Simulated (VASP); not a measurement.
Consider the following.

```
BeTe
1.0
    3.95232     0.00000     0.00000
   -1.97616     3.42281     0.00000
    0.00000     0.00000     6.52582
Be Te
2 2
Direct
  0.33333   0.66667   0.00073
  0.66667   0.33333   0.50073
  0.33333   0.66667   0.37427
  0.66667   0.33333   0.87427
```

Method: PBEsol GGA, VASP's PBE PAW potentials (set 64) (plane waves; VASP 6.6.1). Settings: 400 eV cut-off, 7×7×4 Γ-centred mesh, Gaussian smearing of 0.050 eV, potentials Be Te.

Problem. Predict the energy per atom (σ→0).

Solution. 
```
Property                                Value
---------------------  ----------------------
energy per atom (σ→0)  -395.9 kJ/mol of atoms
```

Total energies compare only between runs with the same potentials, cut-off and functional.

The structure was generated: BeTe was put into the wurtzite type (P6_3mc), which need not be its known phase. It was relaxed first, which changed the volume by +12 %. The start is the result of an earlier pass.
